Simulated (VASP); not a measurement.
VASP ran on this input.

### INCAR
```
ALGO = Normal
EDIFF = 1E-6
ENCUT = 400
GGA = PE
ISIF = 2
ISMEAR = 0
LASPH = T
LCHARG = F
LMAXMIX = 4
LREAL = F
LWAVE = F
NELM = 100
PREC = Accurate
SIGMA = 0.272
SYSTEM = BiN
```

**POSCAR**
```
BiN
5.9360980
  0.5000000000   0.0000000000   0.0000000000
  0.0000000000   0.5000000000   0.0000000000
  0.0000000000   0.0000000000   0.5000000000
Bi N
1 1
Cart
 -0.0130825000  -0.0008940000   0.0087220000
  0.2630825000   0.2508940000   0.2412780000
```

**KPOINTS**
```
Automatic mesh
0
Gamma
7 7 7
0 0 0
```

POTCAR, in this order: Bi_d N (PBE.64 set). Program: vasp_std.

Question: Write an equivalent input for Quantum ESPRESSO's pw.x.

Answer: One equivalent input (not run):
```
&CONTROL
  calculation = 'scf'
  pseudo_dir = './pseudo'
  outdir = './out'
  tprnfor = .true.
  tstress = .true.
/
&SYSTEM
  ibrav = 0
  nat = 2
  ntyp = 2
  ecutwfc = 84
  occupations = 'smearing'
  smearing = 'gaussian'
  degauss = 0.01999
  input_dft = 'pbe'
/
&ELECTRONS
  conv_thr = 7.3e-08
  electron_maxstep = 100
/
ATOMIC_SPECIES
  Bi 208.980 Bi.upf
  N 14.007 N.upf
CELL_PARAMETERS angstrom
     2.9680490    0.0000000    0.0000000
     0.0000000    2.9680490    0.0000000
     0.0000000    0.0000000    2.9680490
ATOMIC_POSITIONS crystal
  Bi  -0.0261650 -0.0017880  0.0174440
  N    0.5261650  0.5017880  0.4825560
K_POINTS automatic
  7 7 7 0 0 0
```
Limits of the translation: the potentials are each code's own (VASP's PAW set, PseudoDojo norm-conserving files in pw.x), so ENCUT and ecutwfc are chosen apart and not converted; conv_thr bounds pw.x's estimated SCF error, while EDIFF bounds the energy change between steps.

The structure was generated: BiN was put into an ordered model structure, which need not be its known phase. The cell was not relaxed at this level, atoms are displaced from their ideal sites. The k-mesh is coarse (spacing up to 0.30 per Å, 2π included), so the numbers may not be converged in it.
